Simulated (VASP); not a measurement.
# Mesh, vacuum, cutoff and functional for Pb(110), part 4 of 5

How far does the level below the vacuum of Pb(110) depend on the numerical settings, and how far on the functional?

VASP 6.6.1, plane waves and PAW; the level of theory is named at each step.

So far, highest filled level below the vacuum (eV): step 2 (the base run) 3.76; step 3 (another mesh, mesh points along a 2, k-mesh 2×2×1) 3.94; step 11 (a lower cutoff, ENCUT 210) 3.76.

## 12. A lower cutoff, ENCUT 280

Level of this step: PBEsol; plane waves and PAW (Pb) (VASP).

The input, INCAR:

```
SYSTEM = Pb
PREC = Normal
ENCUT = 280
EDIFF = 1E-06
NELM = 120
ISMEAR = 1
SIGMA = 0.1
LREAL = .FALSE.
ALGO = Normal
GGA = PS
NBANDS = 21
LORBIT = 11
LWAVE = .FALSE.
LCHARG = .FALSE.
KPAR = 4
IDIPOL = 3
LDIPOL = .TRUE.
DIPOL = 0.5 0.5 0.5
LVHAR = .TRUE.
LVACPOTAV = .TRUE.
```

The input, POSCAR:

```
Pb
1.0
    4.9500000000      0.0000000000      0.0000000000
    0.0000000000      3.5001785669      0.0000000000
    0.0000000000      0.0000000000     28.5005357006
Pb
7
Direct
    0.0000000000      0.0000000000      0.3157835381
    0.5000000000      0.5000000000      0.3771890254
    0.0000000000      0.0000000000      0.4385945127
    0.5000000000      0.5000000000      0.5000000000
    0.0000000000      0.0000000000      0.5614054873
    0.5000000000      0.5000000000      0.6228109746
    0.0000000000      0.0000000000      0.6842164619
```

The input, KPOINTS:

```
Automatic mesh
0
Gamma
5 7 1
0 0 0
```

Potentials, in the order of the species: Pb (PBE family, release 64).

Run with:

```
$ mpirun -np 4 vasp_std
```

The program printed:

```text
[... set-up lines as in an earlier step ...]
 entering main loop
       N       E                     dE             d eps       ncg     rms          rms(c)
DAV:   1     0.126847545751E+03    0.12685E+03   -0.58615E+03   504   0.573E+02
DAV:   2    -0.114508309885E+02   -0.13830E+03   -0.13389E+03   769   0.119E+02
DAV:   3    -0.263337143708E+02   -0.14883E+02   -0.14723E+02   597   0.473E+01
DAV:   4    -0.271374705756E+02   -0.80376E+00   -0.80195E+00   816   0.112E+01
[...]
DAV:  19    -0.268681387472E+02   -0.34742E-04   -0.99839E-07   449   0.439E-03    0.181E-02
DAV:  20    -0.268682335782E+02   -0.94831E-04   -0.17707E-05   598   0.125E-02    0.102E-02
DAV:  21    -0.268682336169E+02   -0.38644E-07   -0.71883E-07   471   0.322E-03
 [... a notice as in an earlier step ...]

   1 F= -.26868234E+02 E0= -.26866285E+02  d E =-.584468E-02
```

It took 14 s on 4 MPI ranks of AMD EPYC 7R43, shared host; peak memory 0.65 GiB; 52 s of CPU time.

Parts of OUTCAR (step 12):

```text
  Total       -3.6854862     -3.6401030     -2.0275818      0.0000000      0.0000000      0.0000000
  in kB      -11.9579559    -11.8107054     -6.5787071      0.0000000      0.0000000      0.0000000
  external PRESSURE =     -10.1157894 kB  Pullay stress =       0.0000000 kB

 POSITION                                       TOTAL-FORCE (eV/Angst)
 -----------------------------------------------------------------------------------
      0.00000      0.00000      9.00000         0.000000      0.000000      0.430330
      2.47500      1.75009     10.75009         0.000000      0.000000     -0.326442
      0.00000      0.00000     12.50018         0.000000      0.000000     -0.056634
      2.47500      1.75009     14.25027         0.000000      0.000000     -0.000000
      0.00000      0.00000     16.00036         0.000000      0.000000      0.056634
      2.47500      1.75009     17.75045         0.000000      0.000000      0.326442
      0.00000      0.00000     19.50054         0.000000      0.000000     -0.430330
 -----------------------------------------------------------------------------------
    total drift:                                0.000000     -0.000000     -0.000000

  FREE ENERGIE OF THE ION-ELECTRON SYSTEM (eV)
  ---------------------------------------------------
  free  energy   TOTEN  =       -26.8682336169 eV

  energy  without entropy=      -26.8623889335  energy(sigma->0) =      -26.86628539

[... 1 part as in an earlier step ...]

[... 2 further parts left out ...]
[key lines of the parts left out:]
E-fermi :  -0.0811
```

Numbers from this step:

* electronic cycles: 21
* energy at zero smearing: -26.87 eV
* Fermi energy: -0.0811 eV
* work functions of the upper and lower face: 3.759, 3.759 eV
* highest filled level below the vacuum: 3.759 eV

Against the base run its depth below the vacuum changes by -0.00 eV and the energy by +0.1 meV an atom.

## 13. Another smearing width, SIGMA 0.02

The width trades sharpness at the Fermi level against the mesh needed.

INCAR, as its differences from that of step 12:

```diff
@@ -2,3 +2,3 @@
 PREC = Normal
-ENCUT = 280
+ENCUT = 350
 EDIFF = 1E-06
@@ -6,3 +6,3 @@
 ISMEAR = 1
-SIGMA = 0.1
+SIGMA = 0.02
 LREAL = .FALSE.
```

POSCAR is that of step 12.

KPOINTS is that of step 12.

Run with:

```
$ mpirun -np 4 vasp_std
```

The program printed:

```text
[... set-up lines as in an earlier step ...]
 entering main loop
       N       E                     dE             d eps       ncg     rms          rms(c)
DAV:   1     0.139589451626E+03    0.13959E+03   -0.64380E+03   504   0.676E+02
DAV:   2    -0.973293023388E+01   -0.14932E+03   -0.14453E+03   756   0.126E+02
DAV:   3    -0.262589309450E+02   -0.16526E+02   -0.16283E+02   595   0.502E+01
DAV:   4    -0.271327776773E+02   -0.87385E+00   -0.86856E+00   811   0.116E+01
[...]
DAV:  21    -0.268633308861E+02   -0.70498E-05   -0.44881E-07   526   0.262E-03    0.402E-03
DAV:  22    -0.268633435995E+02   -0.12713E-04   -0.16355E-06   486   0.309E-03    0.290E-03
DAV:  23    -0.268633444048E+02   -0.80533E-06   -0.86789E-08   466   0.111E-03
 [... a notice as in an earlier step ...]

   1 F= -.26863344E+02 E0= -.26862777E+02  d E =-.170241E-02
```

The job ended after 22 s (4 MPI ranks; peak memory 0.88 GiB).

Parts of OUTCAR (step 13):

```text
  Total       -3.6036792     -3.5916169     -2.1589355     -0.0000000      0.0000000      0.0000000
  in kB      -11.6925244    -11.6533870     -7.0048983     -0.0000000      0.0000000      0.0000000
  external PRESSURE =     -10.1169365 kB  Pullay stress =       0.0000000 kB

 POSITION                                       TOTAL-FORCE (eV/Angst)
 -----------------------------------------------------------------------------------
      0.00000      0.00000      9.00000         0.000000     -0.000000      0.445129
      2.47500      1.75009     10.75009         0.000000     -0.000000     -0.316940
      0.00000      0.00000     12.50018         0.000000      0.000000     -0.082499
      2.47500      1.75009     14.25027         0.000000     -0.000000     -0.000000
      0.00000      0.00000     16.00036         0.000000     -0.000000      0.082499
      2.47500      1.75009     17.75045         0.000000     -0.000000      0.316940
      0.00000      0.00000     19.50054         0.000000     -0.000000     -0.445129
 -----------------------------------------------------------------------------------
    total drift:                                0.000000     -0.000000     -0.000000

  FREE ENERGIE OF THE ION-ELECTRON SYSTEM (eV)
  ---------------------------------------------------
  free  energy   TOTEN  =       -26.8633444048 eV

  energy  without entropy=      -26.8616419969  energy(sigma->0) =      -26.86277694

[... 2 parts as in an earlier step ...]

[... 1 further part left out ...]
[key lines of the parts left out:]
E-fermi :  -0.0739
```

This step gave:

```yaml
electronic_cycles: 23
free_energy_toten: -26.86 eV
energy_at_zero_smearing: -26.86 eV
fermi_energy: -0.0739 eV
vacuum_levels: 3.681, 3.681 eV
work_functions_of_the_upper_and_lower_face: 3.755, 3.755 eV
highest_filled_level_below_the_vacuum: 3.755 eV
```

Against the base run its depth below the vacuum changes by -0.01 eV and the energy by +0.6 meV an atom.

## 14. Another smearing width, SIGMA 0.4

INCAR, as its differences from that of step 13:

```diff
@@ -6,3 +6,3 @@
 ISMEAR = 1
-SIGMA = 0.02
+SIGMA = 0.4
 LREAL = .FALSE.
```

POSCAR is that of step 13.

KPOINTS is that of step 13.

Run with:

```
$ mpirun -np 4 vasp_std
```

The program printed:

```text
[... set-up lines as in an earlier step ...]
 entering main loop
       N       E                     dE             d eps       ncg     rms          rms(c)
DAV:   1     0.139580812205E+03    0.13958E+03   -0.64380E+03   504   0.676E+02
DAV:   2    -0.974308556694E+01   -0.14932E+03   -0.14430E+03   756   0.126E+02
DAV:   3    -0.262746562218E+02   -0.16532E+02   -0.16275E+02   595   0.502E+01
DAV:   4    -0.271485442100E+02   -0.87389E+00   -0.86773E+00   811   0.116E+01
[...]
DAV:  19    -0.268834412202E+02   -0.69813E-04   -0.68644E-06   532   0.109E-02    0.911E-03
DAV:  20    -0.268834760991E+02   -0.34879E-04   -0.84997E-06   550   0.808E-03    0.901E-03
DAV:  21    -0.268834763349E+02   -0.23574E-06   -0.20075E-07   471   0.178E-03
 [... a notice as in an earlier step ...]

   1 F= -.26883476E+02 E0= -.26878232E+02  d E =-.157344E-01
```

Run time: 21 s. Hardware: 4 MPI ranks; peak memory 0.87 GiB; 81 s of CPU time.

From OUTCAR (step 14):

```text
  Total       -3.2000098     -3.7376230     -2.2334157      0.0000000      0.0000000      0.0000000
  in kB      -10.3827755    -12.1271195     -7.2465571      0.0000000      0.0000000      0.0000000
  external PRESSURE =      -9.9188173 kB  Pullay stress =       0.0000000 kB

 POSITION                                       TOTAL-FORCE (eV/Angst)
 -----------------------------------------------------------------------------------
      0.00000      0.00000      9.00000        -0.000000     -0.000000      0.468790
      2.47500      1.75009     10.75009        -0.000000     -0.000000     -0.323618
      0.00000      0.00000     12.50018        -0.000000      0.000000     -0.117905
      2.47500      1.75009     14.25027        -0.000000     -0.000000      0.000000
      0.00000      0.00000     16.00036        -0.000000     -0.000000      0.117905
      2.47500      1.75009     17.75045        -0.000000      0.000000      0.323618
      0.00000      0.00000     19.50054         0.000000     -0.000000     -0.468790
 -----------------------------------------------------------------------------------
    total drift:                                0.000000     -0.000000     -0.000000

  FREE ENERGIE OF THE ION-ELECTRON SYSTEM (eV)
  ---------------------------------------------------
  free  energy   TOTEN  =       -26.8834763349 eV

  energy  without entropy=      -26.8677419416  energy(sigma->0) =      -26.87823154

[... 2 parts as in an earlier step ...]

[... 1 further part left out ...]
[key lines of the parts left out:]
E-fermi :  -0.0786
```

This step gave:

| Quantity | Value |
| --- | --- |
| electronic cycles | 21 |
| free energy (TOTEN) | -26.88 eV |
| energy at zero smearing | -26.88 eV |
| Fermi energy | -0.0786 eV |
| vacuum levels | 3.683, 3.683 eV |
| work functions of the upper and lower face | 3.762, 3.762 eV |
| highest filled level below the vacuum | 3.762 eV |

Against the base run its depth below the vacuum changes by +0.00 eV and the energy by -1.6 meV an atom.

## 15. Another level, functional LDA, disp none

This step: LDA; plane waves and PAW (Pb) (VASP 6.6.1).

Beside the numerical settings stands the choice of exchange and correlation.

INCAR, as its differences from that of step 14:

```diff
@@ -6,6 +6,6 @@
 ISMEAR = 1
-SIGMA = 0.4
+SIGMA = 0.1
 LREAL = .FALSE.
 ALGO = Normal
-GGA = PS
+GGA = CA
 NBANDS = 21
```

POSCAR is that of step 14.

KPOINTS is that of step 14.

Run with:

```
$ mpirun -np 4 vasp_std
```

The program printed:

```text
[banner, memory and clock lines left out]
running    4 mpi-ranks, on    1 nodes
 distrk:  each k-point on    1 cores,    4 groups
 distr:  one band on    1 cores,    1 groups

 POSCAR found type information on POSCAR Pb
 POSCAR found :  1 types and       7 ions
 [... a notice as in an earlier step ...]

 LDA part: xc-table for (Slater(with rela. corr.)+CA(PZ))
 , standard interpolation
 POSCAR, INCAR and KPOINTS ok, starting setup
 FFT: planning ... GRIDC
 FFT: planning ... GRID_SOFT
 FFT: planning ... GRID
 WAVECAR not read
 entering main loop
       N       E                     dE             d eps       ncg     rms          rms(c)
DAV:   1     0.138057368223E+03    0.13806E+03   -0.64493E+03   504   0.677E+02
DAV:   2    -0.115045488900E+02   -0.14956E+03   -0.14482E+03   751   0.127E+02
DAV:   3    -0.279213349325E+02   -0.16417E+02   -0.16183E+02   587   0.501E+01
DAV:   4    -0.288064636430E+02   -0.88513E+00   -0.87976E+00   809   0.117E+01
DAV:   5    -0.288199580726E+02   -0.13494E-01   -0.13489E-01   761   0.159E+00    0.117E+01
DAV:   6    -0.286161124753E+02    0.20385E+00   -0.10573E+00   724   0.352E+00    0.690E+00
DAV:   7    -0.287143174397E+02   -0.98205E-01   -0.15854E+00   706   0.507E+00    0.191E+00
DAV:   8    -0.285135323040E+02    0.20079E+00   -0.75468E-01   705   0.334E+00    0.565E-01
DAV:   9    -0.285192190992E+02   -0.56868E-02   -0.63266E-02   641   0.937E-01    0.587E-01
DAV:  10    -0.285191995088E+02    0.19590E-04   -0.15379E-03   796   0.168E-01    0.541E-01
DAV:  11    -0.285186431396E+02    0.55637E-03   -0.71986E-04   662   0.964E-02    0.276E-01
DAV:  12    -0.285184754431E+02    0.16770E-03   -0.99788E-04   685   0.132E-01    0.191E-01
DAV:  13    -0.285186089448E+02   -0.13350E-03   -0.35541E-04   594   0.694E-02    0.162E-01
DAV:  14    -0.285188807655E+02   -0.27182E-03   -0.14324E-04   598   0.389E-02    0.113E-01
DAV:  15    -0.285192306928E+02   -0.34993E-03   -0.13435E-04   585   0.349E-02    0.761E-02
DAV:  16    -0.285195595871E+02   -0.32889E-03   -0.71505E-05   613   0.237E-02    0.520E-02
DAV:  17    -0.285197465084E+02   -0.18692E-03   -0.37342E-05   645   0.178E-02    0.426E-02
DAV:  18    -0.285198415038E+02   -0.94995E-04   -0.10605E-05   663   0.115E-02    0.226E-02
DAV:  19    -0.285198980779E+02   -0.56574E-04   -0.49964E-06   613   0.701E-03    0.106E-02
DAV:  20    -0.285199340972E+02   -0.36019E-04   -0.22973E-06   492   0.404E-03    0.779E-03
DAV:  21    -0.285199573249E+02   -0.23228E-04   -0.35774E-06   494   0.484E-03    0.612E-03
DAV:  22    -0.285199667015E+02   -0.93766E-05   -0.89940E-07   513   0.321E-03    0.482E-03
DAV:  23    -0.285199723817E+02   -0.56802E-05   -0.52469E-07   462   0.189E-03    0.450E-03
DAV:  24    -0.285199771967E+02   -0.48150E-05   -0.20233E-07   469   0.122E-03    0.212E-03
DAV:  25    -0.285199806860E+02   -0.34893E-05   -0.16530E-07   446   0.108E-03    0.138E-03
DAV:  26    -0.285199835255E+02   -0.28395E-05   -0.14178E-07   443   0.999E-04    0.170E-03
DAV:  27    -0.285199844552E+02   -0.92963E-06   -0.33759E-08   419   0.505E-04
 [... a notice as in an earlier step ...]

   1 F= -.28519984E+02 E0= -.28518159E+02  d E =-.547549E-02
```

Elapsed: 23 s, on 4 MPI ranks; peak memory 0.75 GiB.

OUTCAR, selected parts (step 15):

```text
   NELECT =      28.0000    total number of electrons

 E-fermi :  -0.2676

 k-point     1 :       0.0000    0.0000    0.0000
  band No.  band energies     occupation
    ...
      9      -2.4761      2.00000
     10      -1.7677      2.00000
     11      -1.5918      2.00000
     12      -1.2691      2.00000
     13      -0.6380      2.00000
     14      -0.1685     -0.04835
     15       0.2681     -0.00000
     16       0.8219     -0.00000
     17       1.7500      0.00000
     18       2.0187      0.00000
    ...

  Total       -5.1031488     -5.2205199     -3.3273982     -0.0000000      0.0000000      0.0000000
  in kB      -16.5577145    -16.9385377    -10.7961011     -0.0000000      0.0000000      0.0000000
  external PRESSURE =     -14.7641177 kB  Pullay stress =       0.0000000 kB

 POSITION                                       TOTAL-FORCE (eV/Angst)
 -----------------------------------------------------------------------------------
      0.00000      0.00000      9.00000        -0.000000      0.000000      0.545780
      2.47500      1.75009     10.75009        -0.000000      0.000000     -0.315066
      0.00000      0.00000     12.50018        -0.000000      0.000000     -0.054566
      2.47500      1.75009     14.25027        -0.000000      0.000000      0.000000
      0.00000      0.00000     16.00036        -0.000000     -0.000000      0.054566
      2.47500      1.75009     17.75045         0.000000      0.000000      0.315066
      0.00000      0.00000     19.50054        -0.000000      0.000000     -0.545780
 -----------------------------------------------------------------------------------
    total drift:                                0.000000     -0.000000     -0.000000

  FREE ENERGIE OF THE ION-ELECTRON SYSTEM (eV)
  ---------------------------------------------------
  free  energy   TOTEN  =       -28.5199844552 eV

  energy  without entropy=      -28.5145089685  energy(sigma->0) =      -28.51815929

 vacuum level on the upper side and lower side of the slab         3.713         3.713

[... 9 parts as in an earlier step ...]

[... 9 further parts left out ...]
```

The PAW data sets were made with PBE, though LDA sets exist; this is a small mismatch.

This step gave:

- electronic cycles: 27
- free energy (TOTEN): -28.52 eV
- energy at zero smearing: -28.52 eV
- Fermi energy: -0.2676 eV
- vacuum levels: 3.713, 3.713 eV
- work functions of the upper and lower face: 3.981, 3.981 eV
- highest filled level below the vacuum: 3.981 eV

Force by atom:

```
atom  x (eV/Å)  y (eV/Å)  z (eV/Å)   size
 Pb1     0.000     0.000     0.546  0.546
 Pb2     0.000     0.000    -0.315  0.315
 Pb3     0.000     0.000    -0.055  0.055
 Pb4     0.000     0.000     0.000  0.000
 Pb5     0.000     0.000     0.055  0.055
 Pb6     0.000     0.000     0.315  0.315
 Pb7     0.000     0.000    -0.546  0.546
```

Against the base run its depth below the vacuum changes by +0.22 eV.

## 16. Another level, functional PBE, disp none

This step: PBE; plane waves and PAW (Pb) (VASP 6.6.1).

INCAR, as its differences from that of step 15:

```diff
@@ -9,3 +9,3 @@
 ALGO = Normal
-GGA = CA
+GGA = PE
 NBANDS = 21
```

POSCAR is that of step 15.

KPOINTS is that of step 15.

Run with:

```
$ mpirun -np 4 vasp_std
```

The program printed:

```text
[banner, memory and clock lines left out]
running    4 mpi-ranks, on    1 nodes
[...]
LDA part: xc-table for (Slater+PW92), standard interpolation
 POSCAR, INCAR and KPOINTS ok, starting setup
[...]
entering main loop
       N       E                     dE             d eps       ncg     rms          rms(c)
DAV:   1     0.141516668033E+03    0.14152E+03   -0.64217E+03   504   0.676E+02
DAV:   2    -0.680217783669E+01   -0.14832E+03   -0.14305E+03   738   0.125E+02
DAV:   3    -0.235087830639E+02   -0.16707E+02   -0.16471E+02   600   0.503E+01
DAV:   4    -0.243652941423E+02   -0.85651E+00   -0.85094E+00   793   0.115E+01
[...]
DAV:  26    -0.241408463404E+02   -0.27116E-05   -0.83496E-08   400   0.689E-04    0.726E-04
DAV:  27    -0.241408479077E+02   -0.15674E-05   -0.75328E-08   433   0.512E-04    0.995E-04
DAV:  28    -0.241408480382E+02   -0.13044E-06   -0.43760E-09   378   0.235E-04
 [... a notice as in an earlier step ...]

   1 F= -.24140848E+02 E0= -.24138916E+02  d E =-.579553E-02
```

It took 25 s on 4 MPI ranks; peak memory 0.89 GiB; 97 s of CPU time.

From OUTCAR (step 16):

```text
  Total       -0.3393505     -0.0388955      0.8414793     -0.0000000      0.0000000      0.0000000
  in kB       -1.1010591     -0.1262007      2.7302698     -0.0000000      0.0000000      0.0000000
  external PRESSURE =       0.5010033 kB  Pullay stress =       0.0000000 kB

 POSITION                                       TOTAL-FORCE (eV/Angst)
 -----------------------------------------------------------------------------------
      0.00000      0.00000      9.00000         0.000000      0.000000      0.202475
      2.47500      1.75009     10.75009         0.000000      0.000000     -0.392722
      0.00000      0.00000     12.50018        -0.000000      0.000000     -0.060013
      2.47500      1.75009     14.25027         0.000000      0.000000      0.000000
      0.00000      0.00000     16.00036        -0.000000      0.000000      0.060013
      2.47500      1.75009     17.75045         0.000000      0.000000      0.392722
      0.00000      0.00000     19.50054         0.000000      0.000000     -0.202475
 -----------------------------------------------------------------------------------
    total drift:                                0.000000     -0.000000     -0.000000

  FREE ENERGIE OF THE ION-ELECTRON SYSTEM (eV)
  ---------------------------------------------------
  free  energy   TOTEN  =       -24.1408480382 eV

  energy  without entropy=      -24.1350525064  energy(sigma->0) =      -24.13891619

[... 2 parts as in an earlier step ...]

[... 1 further part left out ...]
[key lines of the parts left out:]
E-fermi :   0.0456
```

Against the base run its depth below the vacuum changes by -0.08 eV.

[end of part 4 of 5]

[Lines on the potential files, build, host, timing and source positions are cut from VASP's logs without a mark.]

[Logs are printed without paths, hosts, clocks, repeated set-up lines and the standing remarks that a program may print on its own settings, such as how far it seeks lower states.]

[Hosts, paths, dates, database ids (printed as entryN), source tags and the programs' standing remarks are cut or masked in the printed files.]

[In band tables of VASP the shares of atoms and orbitals are scaled to a sum of 1 inside the atoms' spheres.]

[Runs that stopped without an error message from VASP are left out.]
